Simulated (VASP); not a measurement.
Shape and ions are relaxed at each volume.

Energy against volume of Re (hcp). The numbers are results of vdW-DF-cx, VASP's PBE PAW potentials (set 64) (plane waves; VASP), not measurements.

| V (Å³/atom) | E (eV/atom) |
|---|---|
| 13.791 | -10.44929 |
| 14.231 | -10.50542 |
| 14.672 | -10.52296 |
| 15.112 | -10.50779 |
| 15.552 | -10.46493 |

Q: Fit a third-order Birch-Murnaghan equation of state.

A: 
```json
{
 "volume_per_atom": "14.68 Å^3/atom",
 "bulk_modulus": "395 GPa",
 "pressure_derivative_of_the_bulk_modulus": "4.53"
}
```

Measured: bulk modulus 369 GPa at 0 K (computed value off by +7.2 %), as given by Vázquez-Parga, Fernández-Martínez, Viñes, J. Chem. Theory Comput. (2023), doi:10.1021/acs.jctc.3c00612, Supporting … [zero-point energy and finite temperature contributions removed].

The compound is Re in the hcp structure. It was relaxed first.
